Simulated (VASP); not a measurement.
Runs of VASP 6.6.1 on RuS. The structure is cubic, space group F-43m (No. 216). The conventional cell has a = 5.529 Å, b = 5.529 Å, c = 5.529 Å, α = 90.00°, β = 90.00°, γ = 90.00°. Ru (site symmetry -43m) is surrounded by 4 S at 2.39 Å. Around S (site symmetry -43m) lie 4 Ru at 2.39 Å. The cell comes from a database or a generator and needn't be the stable form of this composition.

| level | spin | U | gap on the mesh (eV) | pressure (GPa) | moment (μB) |
| --- | --- | --- | --- | --- | --- |
| PBEsol+U | collinear, random start | Ru d U = 7 eV | none | (a) | 2.00 |
| PBEsol+U | collinear, zero start | Ru d U = 7 eV | none | -17.2 | 0.00 |
| PBEsol+U | collinear, zero start | Ru d U = 2 eV | none | -21.0 | 0.00 |
| PBEsol+U | collinear, ferromagnetic start | Ru d U = 2 eV | none | -20.3 | 0.60 |
| r2SCAN+U | collinear, random start | Ru d U = 8 eV | none | 7.5 | 2.00 |
| r2SCAN+U | collinear, ferromagnetic start | Ru d U = 8 eV | none | 7.5 | 2.00 |
| PBEsol+U | collinear, random start | Ru d U = 2 eV | none | -20.3 | 0.60 |

Alike in all rows: task single point; potentials or basis VASP PAW PBE potentials, release 64 (Ru_pv, S); cell as given; k mesh 6 × 6 × 6; cutoff (eV) 520; smearing gaussian 0.05 eV.

Problem. Fill in the values left out.

Solution. (a) 1.0.

Caveats: the PAW data sets were made with another functional, which shifts forces and pressure a little.

A k mesh can miss the band edges, and the runs leave out spin-orbit coupling on Ru.

A gap of «none» marks a metal or a gap under the smearing width.

Not every run made on this cell is shown here.
